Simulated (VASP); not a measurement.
Input:

```yaml
crystal:
  lattice:
    - [3.97218, 0.00000, 0.00000]
    - [0.00000, 3.97218, 0.00000]
    - [0.00000, 0.00000, 3.97218]
  atoms:
    - { symbol: K, position: [0.00000, 0.00000, 0.00000] }
    - { symbol: Zn, position: [0.50000, 0.50000, 0.50000] }
    - { symbol: F, position: [0.50000, 0.00000, 0.50000] }
    - { symbol: F, position: [0.00000, 0.50000, 0.50000] }
    - { symbol: F, position: [0.50000, 0.50000, 0.00000] }
```

Method: MS2 meta-GGA, VASP's PBE PAW potentials (set 64) (plane waves; VASP). Run with 520 eV cut-off, 6×6×6 Γ-centred mesh, Gaussian smearing of 0.050 eV, potentials K_sv Zn F.

Task: The job: KZnF₃ (cubic perovskite), 5 atoms, MS2, static run, 520 eV, 6×6×6 Γ-centred mesh. Roughly how much core time does it take on a busy server core?

Result: About 2 core-minutes (one run on a shared machine, a rough figure). It had 20 irreducible k-points, 25 bands, up to 1743 plane waves and 28 electronic steps.

The compound is KZnF3 in the cubic perovskite structure. This cell is one point of a volume scan, at 0.94 of the reference volume.
